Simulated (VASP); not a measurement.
Given:

```yaml
crystal:
  lattice:
    - [0.00000, 2.25391, 2.25391]
    - [2.25391, 0.00000, 2.25391]
    - [2.25391, 2.25391, 0.00000]
  atoms:
    - { symbol: Pb, position: [0.00000, 0.00000, 0.00000] }
```

These are PBE GGA, VASP's PBE PAW potentials (set 64) (plane waves; VASP) values and carry that method's errors. Numerical set-up: 500 eV cut-off, 14×14×14 Γ-centred mesh, first-order Methfessel-Paxton smearing of 0.10 eV, potentials Pb_d.

Unless said otherwise, spin-orbit coupling is left out, though it shifts the bands of the heavy elements here.

Problem. Estimate the energy per atom (σ→0), pressure, band gap (on the k-mesh) with the smallest direct gap where there is one.

Solution. 
- band gap (on the k-mesh): none (metal, semimetal or under 0.01 eV)
- energy per atom (σ→0): -2.948 eV/atom
- pressure: 29.88 GPa

Total energies compare only between runs with the same potentials, cut-off and functional.

The compound is Pb in the fcc structure. It was relaxed first under an external pressure of 30 GPa.
